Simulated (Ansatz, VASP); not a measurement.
**Ru (Ruthenium) in two plane-wave programs**

Wanted: the spread between two codes on one cell, functional and k mesh. The cell is taken from a series of runs on this material, whose earlier steps may have relaxed, scaled, displaced or heated it; both programs get it as it stands.

Calculated with Ansatz 0.2.0; plane waves, with VASP 6.6.1 beside it; zone-centre phonons at PBE with D3(BJ).

## Step 1: Set-up

It takes space group P6_3/mmc (No. 194, hexagonal). Conventional cell: a = 2.699 Å, b = 2.699 Å, c = 4.262 Å, α = 90.00°, β = 90.00°, γ = 120.00°. Nearest to Ru lie 12 Ru at 2.64 to 2.70 Å.

## Step 2: VASP: zone-centre phonons, PBE with D3(BJ)

Second derivatives magnify differences that forces hide, and they need a tight electronic threshold.

Lines of VASP's logs that name or quote its potential files are left out, and so is its time.

File INCAR:

```
SYSTEM = Ru
PREC = Accurate
ENCUT = 500
EDIFF = 1E-08
NELM = 120
ISMEAR = 1
SIGMA = 0.2
LREAL = .FALSE.
ALGO = Normal
GGA = PE
IVDW = 12
NBANDS = 20
LASPH = .TRUE.
LORBIT = 11
LWAVE = .FALSE.
LCHARG = .FALSE.
ISIF = 2
IBRION = 6
NFREE = 2
POTIM = 0.015
NSW = 1
GGA_COMPAT = .FALSE.
KPAR = 2
```

File POSCAR:

```
Ru
1.0
    2.6989338658      0.0000000000      0.0000000000
   -1.3494669329      2.3373452909      0.0000000000
    0.0000000000      0.0000000000      4.2616852945
Ru
2
Direct
    0.3333333333      0.6666666667      0.2500000000
    0.6666666667      0.3333333333      0.7500000000
```

File KPOINTS:

```
Automatic mesh
0
Gamma
21 21 12
0 0 0
```

The projector-augmented-wave data sets are Ru_pv (PBE family, release 64).

On the command line:

```bash
> mpirun -np 2 vasp_std
```

Numbers of over 12 decimals in the logs are rounded to 6 here.

Log:

```text
[banner, memory and clock lines left out]
running    2 mpi-ranks, on    1 nodes
 distrk:  each k-point on    1 cores,    2 groups
 distr:  one band on    1 cores,    1 groups

 POSCAR found type information on POSCAR Ru
 POSCAR found :  1 types and       2 ions
 LDA part: xc-table for (Slater+PW92), standard interpolation
 POSCAR, INCAR and KPOINTS ok, starting setup
 FFT: planning ... GRIDC
 FFT: planning ... GRID_SOFT
 FFT: planning ... GRID
 WAVECAR not read
 entering main loop
       N       E                     dE             d eps       ncg     rms          rms(c)
DAV:   1     0.281972302554E+03    0.28197E+03   -0.17450E+04 13488   0.152E+03
DAV:   2    -0.139463125742E+02   -0.29592E+03   -0.28762E+03 13816   0.454E+02
DAV:   3    -0.197411663863E+02   -0.57949E+01   -0.57566E+01 15344   0.711E+01
DAV:   4    -0.197862890464E+02   -0.45123E-01   -0.45083E-01 17356   0.592E+00
DAV:   5    -0.197868968829E+02   -0.60784E-03   -0.60661E-03 15156   0.598E-01    0.182E+01
DAV:   6    -0.185392270070E+02    0.12477E+01   -0.28785E+00 15316   0.172E+01    0.501E+00
DAV:   7    -0.184589931447E+02    0.80234E-01   -0.42444E-01 15512   0.513E+00    0.112E+00
DAV:   8    -0.184524067223E+02    0.65864E-02   -0.24294E-02 15048   0.111E+00    0.260E-01
DAV:   9    -0.184521239001E+02    0.28282E-03   -0.13631E-03 15372   0.401E-01    0.358E-02
DAV:  10    -0.184521251348E+02   -0.12347E-05   -0.12744E-04 15032   0.117E-01    0.311E-02
DAV:  11    -0.184521196344E+02    0.55004E-05   -0.18596E-05 15372   0.414E-02    0.111E-03
DAV:  12    -0.184521196683E+02   -0.33887E-07   -0.20171E-07 15728   0.399E-03    0.905E-04
DAV:  13    -0.184521197053E+02   -0.36993E-07   -0.15203E-09 10096   0.354E-04    0.355E-04
DAV:  14    -0.184521197100E+02   -0.46762E-08   -0.35964E-10  9312   0.197E-04
   1 F= -.19713341E+02 E0= -.19712771E+02  d E =-.170958E-02
[...]
2 F= -.19712471E+02 E0= -.19711890E+02  d E =-.174314E-02
[...]
3 F= -.19712471E+02 E0= -.19711890E+02  d E =-.174315E-02
[...]
4 F= -.19711791E+02 E0= -.19711217E+02  d E =-.172366E-02
 Finite differences progress:
  Degree of freedom:   2/  2
  Displacement:        1/  2
  Total:               3/  4
 bond charge predicted
       N       E                     dE             d eps       ncg     rms          rms(c)
DAV:   1    -0.184314497422E+02    0.19123E-01   -0.37958E+00 26032   0.384E+01    0.194E-01
DAV:   2    -0.184510832187E+02   -0.19633E-01   -0.20660E-01 20840   0.426E+00    0.110E-01
DAV:   3    -0.184507349565E+02    0.34826E-03   -0.11610E-03 24232   0.309E-01    0.614E-02
DAV:   4    -0.184505902417E+02    0.14471E-03   -0.41787E-04 23044   0.239E-01    0.163E-02
DAV:   5    -0.184505739880E+02    0.16254E-04   -0.77054E-05 23360   0.903E-02    0.712E-03
DAV:   6    -0.184505731128E+02    0.87512E-06   -0.40157E-06 23456   0.286E-02    0.713E-04
DAV:   7    -0.184505731180E+02   -0.51859E-08   -0.15090E-07 24276   0.437E-03    0.334E-04
DAV:   8    -0.184505731205E+02   -0.24916E-08   -0.11142E-08 15204   0.829E-04
   5 F= -.19711791E+02 E0= -.19711217E+02  d E =-.172367E-02
 Finite differences progress:
  Degree of freedom:   2/  2
  Displacement:        2/  2
  Total:               4/  4
```

From OUTCAR (step 2):

```text
ion  position               nearest neighbor table
   1  0.333  0.667  0.250-   2 2.64   2 2.64   2 2.64   2 2.64   2 2.64   2 2.64
   2  0.667  0.333  0.750-   1 2.64   1 2.64   1 2.64   1 2.64   1 2.64   1 2.64

  LATTYP: Found a hexagonal cell.
 ALAT       =     2.6989338658
 C/A-ratio  =     1.5790254621

 Subroutine GETGRP returns: Found 24 space group operations
 (whereof 12 operations were pure point group operations)

The static configuration has the point symmetry D_3d.
 The point group associated with its full space group is D_6h.

 Found    336 irreducible k-points:

   k-points           NKPTS =    336   k-points in BZ     NKDIM =    336   number of bands    NBANDS=     20

   dimension x,y,z NGX =    20 NGY =   20 NGZ =   32
   dimension x,y,z NGXF=    40 NGYF=   40 NGZF=   64

   ENCUT  =  500.0 eV  36.75 Ry    6.06 a.u.   4.92  4.92  7.77*2*pi/ulx,y,z

   NELECT =      28.0000    total number of electrons

 k-points in reciprocal lattice and weights: Automatic mesh
   0.00000000  0.00000000  0.00000000       0.000
   0.04761905 -0.00000000  0.00000000       0.001
   0.09523810 -0.00000000  0.00000000       0.001
   0.14285714  0.00000000  0.00000000       0.001
   0.19047619 -0.00000000  0.00000000       0.001
   0.23809524  0.00000000  0.00000000       0.001
   0.28571429  0.00000000  0.00000000       0.001
   0.33333333  0.00000000  0.00000000       0.001
   0.38095238 -0.00000000  0.00000000       0.001
[...]
0.33333333  0.28571429  0.50000000       0.002
   0.33333333  0.33333333  0.50000000       0.000

 Edisp (eV)   -1.26122

 average (electrostatic) potential at core
       1 -67.0381       2 -67.0381

 E-fermi :  13.0358

 k-point     1 :       0.0000    0.0000    0.0000
  band No.  band energies     occupation
    ...
     11      10.5882      2.00000
     12      11.0793      2.00000
     13      11.0793      2.00000
     14      11.5999      2.00000
     15      11.5999      2.00000
     16      14.2229     -0.00000
     17      14.2229     -0.00000
     18      14.3553     -0.00000
     19      23.3891      0.00000
     20      23.4292      0.00000

 k-point     2 :       0.0476   -0.0000    0.0000
  band No.  band energies     occupation
    ...
     11      10.7627      2.00000
     12      11.0404      2.00000
     13      11.1419      2.00000
     14      11.5189      2.00000
     15      11.5473      2.00000
     16      13.3097     -0.06565
     17      14.2571     -0.00000
     18      15.3810     -0.00000
     19      23.3855      0.00000
     20      23.4292      0.00000

 k-point     3 :       0.0952   -0.0000    0.0000
  band No.  band energies     occupation
    ...
     12      11.0472      2.00000
     13      11.2324      2.00000
     14      11.3106      2.00000
     15      11.4193      2.00000
     16      12.5361      2.00233
     17      14.3478     -0.00000
     18      16.5402     -0.00000
     19      23.3705      0.00000
     20      23.4292      0.00000

 Edisp (eV)   -1.26122

  Total      -0.00020    -0.00020     0.01104     0.00000     0.00000    -0.00000
  in kB      -0.01211    -0.01211     0.65767     0.00000     0.00000    -0.00000
  external pressure =        0.21 kB  Pullay stress =        0.00 kB

  energy-cutoff  :      500.00
  volume of cell :       26.88
      direct lattice vectors                 reciprocal lattice vectors
     2.698933866  0.000000000  0.000000000     0.370516674  0.213917902  0.000000000
    -1.349466933  2.337345291  0.000000000     0.000000000  0.427835803  0.000000000
     0.000000000  0.000000000  4.261685295     0.000000000  0.000000000  0.234648955

 POSITION                                       TOTAL-FORCE (eV/Angst)
 -----------------------------------------------------------------------------------
     -0.00000      1.55823      1.05042         0.000000     -0.000000      0.206596
      1.34947      0.77912      3.19626        -0.000000      0.000000     -0.206596
 -----------------------------------------------------------------------------------
    total drift:                               -0.000000      0.000000     -0.000256

  FREE ENERGIE OF THE ION-ELECTRON SYSTEM (eV)
  ---------------------------------------------------
  free  energy   TOTEN  =       -19.7117914320 eV

  energy  without entropy=      -19.7100677602  energy(sigma->0) =      -19.71121687

 Eigenvectors and eigenvalues of the dynamical matrix
 ----------------------------------------------------

   1 f  =    8.161637 THz    51.281076 2PiTHz  272.242896 cm-1    33.753802 meV
             X         Y         Z           dx          dy          dz
     -0.000000  1.558230  1.065421    -0.000000   -0.000000    0.707107
      1.349467  0.779115  3.196264     0.000000    0.000000   -0.707107

   2 f  =    6.109052 THz    38.384305 2PiTHz  203.776038 cm-1    25.264997 meV
             X         Y         Z           dx          dy          dz
     -0.000000  1.558230  1.065421     0.707107   -0.000000    0.000000
      1.349467  0.779115  3.196264    -0.707107   -0.000000    0.000000

   3 f  =    6.109052 THz    38.384305 2PiTHz  203.776038 cm-1    25.264997 meV
             X         Y         Z           dx          dy          dz
     -0.000000  1.558230  1.065421     0.000000    0.707107    0.000000
      1.349467  0.779115  3.196264    -0.000000   -0.707107   -0.000000

   4 f  =    0.000000 THz     0.000001 2PiTHz    0.000003 cm-1     0.000000 meV
             X         Y         Z           dx          dy          dz
     -0.000000  1.558230  1.065421    -0.654564    0.067587    0.258801
      1.349467  0.779115  3.196264    -0.654564    0.067587    0.258801

   5 f  =    0.000000 THz     0.000001 2PiTHz    0.000003 cm-1     0.000000 meV
             X         Y         Z           dx          dy          dz
     -0.000000  1.558230  1.065421    -0.264590   -0.063285   -0.652677
      1.349467  0.779115  3.196264    -0.264590   -0.063285   -0.652677

   6 f/i=    0.000000 THz     0.000001 2PiTHz    0.000003 cm-1     0.000000 meV
             X         Y         Z           dx          dy          dz
     -0.000000  1.558230  1.065421     0.039222    0.701019   -0.083873
      1.349467  0.779115  3.196264     0.039222    0.701019   -0.083873

 ELASTIC MODULI CONTR FROM IONIC RELAXATION (kBar)
 Direction    XX          YY          ZZ          XY          YZ          ZX
 --------------------------------------------------------------------------------
 XX         -51.7149     51.7149      0.0000     -0.0000      0.0000      0.0000
 YY          51.7149    -51.7149     -0.0000     -0.0000      0.0000      0.0000
 ZZ           0.0000     -0.0000     -0.0000      0.0000      0.0000      0.0000
 XY          -0.0000     -0.0000      0.0000    -51.7149      0.0000      0.0000
 YZ           0.0000      0.0000      0.0000      0.0000      0.0000      0.0000
 ZX           0.0000      0.0000      0.0000      0.0000      0.0000      0.0000
 --------------------------------------------------------------------------------

 total charge
# of ion       s       p       d       tot
------------------------------------------
    1        0.410   6.319   5.963  12.692
    2        0.410   6.319   5.963  12.692
--------------------------------------------------
tot          0.820  12.639  11.926  25.384

[... 3 further parts left out ...]
```

CONTCAR:

```
Ru
   1.00000000000000
     2.6989338657999999    0.0000000000000000    0.0000000000000000
    -1.3494669329000000    2.3373452909000001    0.0000000000000000
     0.0000000000000000    0.0000000000000000    4.2616852945000003
  Ru
     2
Direct
     0.3333333332999970    0.6666666667000030    0.2464802656781442
     0.6666666667000030    0.3333333332999970    0.7500000000000000
```

The last energy, forces, stress and levels in OUTCAR belong to the last displaced cell, not to the cell of POSCAR. Dispersion corrections of this kind ignore metallic screening and tend to overbind metals.

Levels, forces or a CONTCAR printed for this step are those of its last displaced cell, not of the structure at rest.

## Step 3: Ansatz: zone-centre phonons, PBE with D3(BJ)

Ansatz runs on its PAW soft_1 files.

The same cell, functional, mesh and smearing now go to Ansatz, which takes its cutoff from its data sets.

File input.yaml:

```yaml
crystal:
  lattice:
    - [2.6989338658, 0.0, 0.0]
    - [-1.3494669329, 2.3373452909, 0.0]
    - [0.0, 0.0, 4.2616852945]
  atoms:
    - { symbol: Ru, position: [0.3333333333, 0.6666666667, 0.25] }
    - { symbol: Ru, position: [0.6666666667, 0.3333333333, 0.75] }
kpoints:
  mp_grid: { grid: [21, 21, 12] }
hamiltonian:
  xc: pbe
  dispersion: d3bj
  pseudopotentials: { kind: paw, azcp: { folder: soft_1 } }
scf:
  occupations: { method: methfessel_paxton, width: 0.2 }
output:
  eigenvalues: true
phonons:
  method: dfpt
```

On the command line:

```bash
> ansatz run input.yaml --threads 4 --pin off --max-ram 15360MiB --backend cpu --events-out ev --progress --plain --runs-dir out
```

Log:

```text
zone centre: on kpoints.mp_grid the ground state, and the responses unless they are solved on pairs of k-points, stand on 847 of the mesh's 5292 k-points, reduced under 4 symmetry operations, with k and −k counted as one. Each operation leaves every solved displacement unchanged or reverses it
Engine: ansatz 0.2.0, aarch64-unknown-linux-gnu
Pseudopotentials: kind: paw
Pseudopotential: Ru, paw, valence charge 16, recommended cutoff 420 eV (normal), soft_1/Ru.paw.azcp
Functional definition: PBE
  parameter kappa = 0.804
  parameter beta = 0.066725
  exchange = pbe_x(kappa = kappa, mu = beta*pi^2/3)
  correlation = pbe_c(beta = beta)
Crystal: 2 atoms, lattice volume = 26.884 Å³
Basis set: ecut = 420 eV, 537 PW (Γ), exchange–correlation on 40×40×60 points (8 copies of the dense FFT grid, shifted against one another)
Bands: 20, of which v1, the nominal top of the filled ones, is band 16 counted from 1 (15 counted from 0)
Symmetry: 24 space group operations
k-points: 847 of 5292 (irreducible under 4 space group operations, time reversal used)
Non-local potential: Ru, projectors of the file, l = 0: 3, l = 1: 2, l = 2: 2, l = 3: 1
PAW form: soft (Blöchl's): semilocal exchange-correlation on the pseudo side does not see the compensation charge
PAW one-centre angular grid: Ru, 590 points (default); XC on 64 Gauss nodes
Initial density: superposition of atomic densities (chi_scale 0.1, normalization cell)
Initial wavefunctions: pseudopotential atomic-orbital guess
Functional: x = pbe(κ = 0.804, μ = 0.219515), c = pbe(β = 0.066725)
SCF iter   1: F=—  HF=-11759.942734 eV  |F-HF|=—  |Δ(HF+E_count)|=         —  Δρ=1.22e-1  dr2=3.83e0  ethr=3.10e-3  ⟨swp⟩=5.1  Hψ=147375  notcnv=0  defer=88
automatic band count: the SCF goes on with 24 bands, as 20 were too few: they end inside the smearing window of the response
preconditioner: auto → none  [metal: Δε(μ)=0.001 eV  Ē_g=11.614 eV  σ=0.200 eV  W_gap=0.00  n_scr=8 (ndim 8)  ℏωp=28.6 eV  f_vac=0.000  D(μ)=1.58/eV (n_scr^D=22)  sad-step TF]
SCF iter   2: F=—  HF=-11759.099785 eV  |F-HF|=—  |Δ(HF+E_count)|=   8.43e-1  S|Δr|=    0.00e0  Δρ=7.02e-2  dr2=1.26e0  ethr=3.10e-3  ⟨swp⟩=2.9  Hψ=39316  notcnv=0  defer=2280
SCF iter   3: F=—  HF=-11758.711605 eV  |F-HF|=—  |Δ(HF+E_count)|=   3.88e-1  S|Δr|=    0.00e0  Δρ=4.05e-3  dr2=2.11e-3  ethr=3.10e-3  ⟨swp⟩=2.0  Hψ=29341  notcnv=0  defer=2280
SCF iter   4: F=—  HF=-11758.712688 eV  |F-HF|=—  |Δ(HF+E_count)|=   1.08e-3  S|Δr|=    0.00e0  Δρ=3.23e-4  dr2=6.71e-6  ethr=6.60e-6  ⟨swp⟩=2.5  Hψ=40242  notcnv=0  defer=2146
SCF iter   5: F=—  HF=-11758.712696 eV  |F-HF|=—  |Δ(HF+E_count)|=   8.20e-6  S|Δr|=    0.00e0  Δρ=1.21e-4  dr2=2.32e-6  ethr=2.10e-8  ⟨swp⟩=2.0  Hψ=31828  notcnv=0  defer=2146
SCF iter   6: F=—  HF=-11758.712695 eV  |F-HF|=—  |Δ(HF+E_count)|=   9.91e-7  S|Δr|=    0.00e0  Δρ=2.18e-5  dr2=6.45e-8  ethr=7.26e-9  ⟨swp⟩=2.9  Hψ=32747  notcnv=0  defer=2146
SCF iter   7: F=—  HF=-11758.712695 eV  |F-HF|=—  |Δ(HF+E_count)|=   2.03e-8  S|Δr|=    0.00e0  Δρ=2.25e-6  dr2=8.32e-10  ethr=2.02e-10  ⟨swp⟩=2.9  Hψ=33775  notcnv=0  defer=2146
SCF iter   8: F=-11758.712695 eV  HF=-11758.712695 eV  |F-HF|=1.82e-12  |Δ(HF+E_count)|=  2.91e-11  S|Δr|=    0.00e0  Δρ=1.39e-7  dr2=3.25e-12  ethr=1.00e-12  ⟨swp⟩=9.0  Hψ=117066  notcnv=0
SCF 1 converged in 8 iterations: F = -11758.712695 eV  dr2 = 3.25e-12
  greatest PAW one-centre occupation: 1.000 electrons in one spin orbital (limit 2), on the Ru atom at site 1 (counted from 0), in its partial waves of l = 0
DFPT response loops at Γ: preconditioner auto → Kerker (q_TF=auto, 2.809 Å⁻¹) (partly filled bands, converged f_vac=0.000); β = 1.00, the filter's whole step (`scf.mixing.beta` (0.50) is not read by the response loops under this deck's `scf.mixing.preconditioner`; to damp them name `kerker` or `kerker_dos`, under which they read `scf.mixing.beta`, and type it under 1.00, their step now; both keys bind the ground state too); Broyden in place of MSR1
SCF converged after 8 iterations
Stability not checked: this state was not tested for a lower state beside it, because cold or Methfessel-Paxton smearing, or corrected tetrahedra, fill the levels in a way that the test cannot read (fill_not_monotonic; see scf.lower_state_search)
Free energy (F): -11758.712695 eV
Harris-Foulkes:  -11758.712695 eV  (|F-HF|=1.82e-12)
Internal energy: -11758.710993 eV  (E = F + TS)
E sigma→0 (E₀):  -11758.712270 eV
Entropy (-TS):   -0.001702 eV (-0.851 meV/atom)
Fermi energy:    23.622587 eV
--- Per-component energies (eV) ---
  E_band       = -104.252875
  E_kinetic    = 921.696179
  E_local      = -2518.879695  (includes V_loc(G=0)·N_el)
  E_nonlocal   = 824.936078
  E_hartree    = 835.452612
  E_xc         = -340.637611
  E_vxc        = -430.833404  (∫ρ·V_xc dr)
  E_paw        = -7003.030126  (= ΣΔE_a)
  E_vpaw       = -572.078602  (= ΣTr[D̂ρ^β])
  E_aug_tail   = 0.001243  (compensation charges beyond the density's cutoff)
  E_ewald      = -4476.988110
  E_disp       = -1.261562  (pairwise vdW)
  E_smearing   = -0.001702  (= −TS)
  E_closure    = -0.000000  (closes the sum)
  Σ components = -11758.712695   (vs F -11758.712695, Δ=0.00e0)
--- Band table (eV; the first three rows and the last of 847) ---
  k-point 0: bands = [... 12 lower, 21.1715, 21.6674, 21.6674, 22.1810, 22.1810, 24.8117, 24.8117, 24.9353, ... 4 higher]
  k-point 1: bands = [... 12 lower, 21.1312, 21.6190, 21.6190, 22.2962, 22.2962, 24.6654, 24.8180, 24.8180, ... 4 higher]
  k-point 2: bands = [... 12 lower, 21.0195, 21.4878, 21.4878, 22.5857, 22.5857, 23.9714, 24.8209, 24.8209, ... 4 higher]
  k-point 846: bands = [... 12 lower, 20.8365, 20.8365, 22.1499, 22.1499, 25.3275, 25.3275, 28.1981, 28.1981, ... 4 higher]
--- Phonons (Γ-DFPT): 2 representative perturbations + reference, on 847 of 5292 k-points (Σ response iterations 6) ---
  k mesh reduced under 4 symmetry operations, with k and −k counted as one. Each operation leaves every solved displacement unchanged or reverses it
  ASR residual: 8.779e-5 → 0.000e0 eV/Å²; symmetrization residual: 6.954e-13 eV/Å²
  pairwise dispersion correction: d3bj (s6 = 1.0, s8 = 0.7875, a1 = 0.4289, a2_bohr = 4.4407), with the weights of each atom's references fixed at the reference crystal's, and the forces and stress that the weights' published response gives there kept as a pressure on the atom's counted neighbours (hamiltonian.dispersion)
  ASR residual per site (eV/Å²): 8.78e-5 8.78e-5
  Γ frequencies (cm⁻¹): 0.00 0.00 0.00 204.06 204.06 271.07
  non-analytic LO–TO correction: not included (Born effective charges unavailable; polar crystals: no LO–TO splitting at Γ)
```

## Step 4: Side by side

Known differences besides the potentials themselves: the data sets hold 32 valence electrons in Ansatz (on its PAW soft_1 files) and 28 in VASP; the cutoff is 420 eV in Ansatz and 500 eV in VASP; Ansatz takes the dispersion share of the force constants at frozen C6 weights, VASP differentiates the full forces; VASP uses finite displacements, Ansatz perturbation theory. Total energies have different zeros and are not compared.

Both answers:

| quantity | Ansatz | VASP | difference |
| --- | --- | --- | --- |
| optical mode 1 to 2 (cm⁻¹) | 204.1 | 203.8 | +0.14 % |
| optical mode 3 (cm⁻¹) | 271.1 | 272.2 | -0.43 % |

Modes are paired by rising frequency, not by their patterns, so a pair may set unlike modes beside each other; they are those without the splitting of longitudinal modes.

## Step 5: What came out

```
r.m.s. difference of the optical zone-centre modes, each program's sorted by frequency (zone-centre phonons, PBE with D3(BJ)) : 0.72 cm⁻¹
```

In words: The r.m.s. difference of the optical zone-centre modes, each program's sorted by frequency is 0.72 cm⁻¹ (zone-centre phonons, PBE with D3(BJ)). The data sets hold unlike numbers of valence electrons (32 in Ansatz and 28 in VASP), so part of the differences comes from the potentials. How closely two codes agree says nothing of how well the functional describes the real material.

[Lines on the potential files, build, host, timing and source positions are cut from VASP's logs without a mark.]

[Logs are printed without paths, hosts, clocks, repeated set-up lines and the standing remarks that a program may print on its own settings, such as how far it seeks lower states.]

[Hosts, paths, dates, database ids (printed as entryN), source tags and the programs' standing remarks are cut or masked in the printed files.]
